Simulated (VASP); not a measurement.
Input for VASP

### POSCAR
```
La2O3
1
    1.9491290206    -3.3759904061     0.0000000000
    1.9491290206     3.3759904061    -0.0000000000
   -0.0000000000    -0.0000000000     6.0579462875
La O
2 3
Direct
  0.3333330000   0.6666670000   0.2456728687
  0.6666670000   0.3333330000   0.7543271313
  0.0000000000   0.0000000000   0.0000000000
  0.3333330000   0.6666670000   0.6459472137
  0.6666670000   0.3333330000   0.3540527863
```

### INCAR
```
ALGO = Normal
EDIFF = 1E-6
EDIFFG = -0.02
ENCUT = 520
IBRION = 2
ISIF = 3
ISMEAR = 0
LASPH = .True.
LCHARG = .False.
LMAXMIX = 6
LMIXTAU = .True.
LREAL = .False.
LWAVE = .False.
METAGGA = R2SCAN
NELM = 100
NSW = 60
PREC = Accurate
SIGMA = 0.05
SYSTEM = La2O3
```

File KPOINTS:
```
kpoints
0
Gamma
 6 6 4
0 0 0
```

POTCAR, in this order: La O (PBE.64 set). Program: vasp_std.

Problem. Write an equivalent input for Ansatz.

Solution. One equivalent input (not run):
Ansatz 0.2 input:
```yaml
crystal:
  lattice:
    - [1.9491290, -3.3759904, 0.0000000]
    - [1.9491290, 3.3759904, 0.0000000]
    - [0.0000000, 0.0000000, 6.0579463]
  atoms:
    - { symbol: La, position: [0.3333330, 0.6666670, 0.2456729] }
    - { symbol: La, position: [0.6666670, 0.3333330, 0.7543271] }
    - { symbol: O, position: [0.0000000, 0.0000000, 0.0000000] }
    - { symbol: O, position: [0.3333330, 0.6666670, 0.6459472] }
    - { symbol: O, position: [0.6666670, 0.3333330, 0.3540528] }
kpoints:
  mp_grid: { grid: [6, 6, 4] }
hamiltonian:
  xc: r2scan
  pseudopotentials: { kind: paw }
scf:
  occupations: { method: gaussian, width: 0.05 }
  max_iter: 100
relax:
  max_steps: 60
  f_tol: 0.02
  cell: {}
output: { forces: true, stress: true, eigenvalues: true }
```
The two are equivalent in intent, not identical: each code has its own PAW files, so the cut-off isn't converted (ENCUT is set for VASP's; basis.ecutwfc is left out, and Ansatz then takes the one that its files recommend); Ansatz stops its SCF on the density residual and VASP on the energy change (EDIFF).

The compound is La2O3 in the a-type structure. This run relaxes it. Symmetry was kept, so distortions that lower it aren't found. The start is the result of an earlier pass.
